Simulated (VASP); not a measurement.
Energy against volume of BaTiO3 (cubic perovskite). Calculation: MS2 meta-GGA, VASP's PBE PAW potentials (set 64) (plane waves; VASP). Numerical set-up: 520 eV cut-off, 6×6×6 Γ-centred mesh, Gaussian smearing of 0.050 eV, potentials Ba_sv Ti_sv O.

```
V (Å³/atom)  E (eV/atom)
-----------  -----------
12.452          -9.23532
12.837          -9.24237
13.223          -9.23659
13.608          -9.21988
```

### Question
Fit these four points and predict the energy of the run at 12.067 Å³/atom.

### Answer
A cubic in V^(−2/3), the third-order Birch-Murnaghan form, passes through the four points with V0 = 12.85 Å³/atom and B0 = 177 GPa, and gives -9.2133 eV/atom there. The run gave -9.2132 eV/atom, +0.1 meV/atom from the fit; all five points give B0 = 177 GPa.

The compound is BaTiO3 in the cubic perovskite structure, the ideal cubic form; the compound distorts at low or room temperature. It was relaxed first.
